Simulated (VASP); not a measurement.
## Equation of state of Cr2Co under PBE

```yaml
crystal:
  lattice:
    - [0.00000, 3.26909, 3.26909]
    - [3.26909, 0.00000, 3.26909]
    - [3.26909, 3.26909, 0.00000]
  atoms:
    - { symbol: Co, position: [0.00000, 0.00000, 0.00000] }
    - { symbol: Co, position: [0.25000, 0.25000, 0.25000] }
    - { symbol: Cr, position: [0.62500, 0.62500, 0.62500] }
    - { symbol: Cr, position: [0.12500, 0.62500, 0.62500] }
    - { symbol: Cr, position: [0.62500, 0.12500, 0.62500] }
    - { symbol: Cr, position: [0.62500, 0.62500, 0.12500] }
```

The cell comes from a database or a generator and needn't be the stable form of this composition.

The cell was scaled at fixed shape and fractions and run with VASP, PBE PAW files Co, Cr_pv, 520 eV; PBE, k mesh 7 × 7 × 7 on the cell of 6 atoms, fermi-dirac occupations of 0.05 eV, collinear spin, ferromagnetic start, no spin-orbit coupling. Energies are those that the program minimises, any entropy of the smearing included. For a metal such a mesh isn't converged to the digits shown. The magnetic state is the one that the start led to, which needn't be the lowest.

| V (Å³/atom) | energy over the lowest row (meV/atom) |
| --- | --- |
| 10.9468 | 24.99 |
| 11.1797 | 9.25 |
| 11.4126 | 1.19 |
| 11.6455 | 0.00 |
| 11.8784 | 4.90 |
| 12.1113 | ? |
| 12.3442 | 30.41 |

Question: Fit the third-order Birch-Murnaghan form, give V0, B0 and B′, and predict the energy left open.

Answer: With y = (V0/V)^(2/3), E = E0 + (9 V0 B0/16) [(y - 1)³ B′ + (y - 1)² (6 - 4y)]. Least squares through the rows shown give V0 = 11.5716 Å³/atom, E0 = -0.32 meV, B0 = 216.1 GPa (1 eV/Å³ = 160.218 GPa) and B′ = 4.76, with a largest miss of 0.01 meV. At V = 12.1113 the form with these constants gives 15.23 meV; the run gave 15.23 meV an atom.
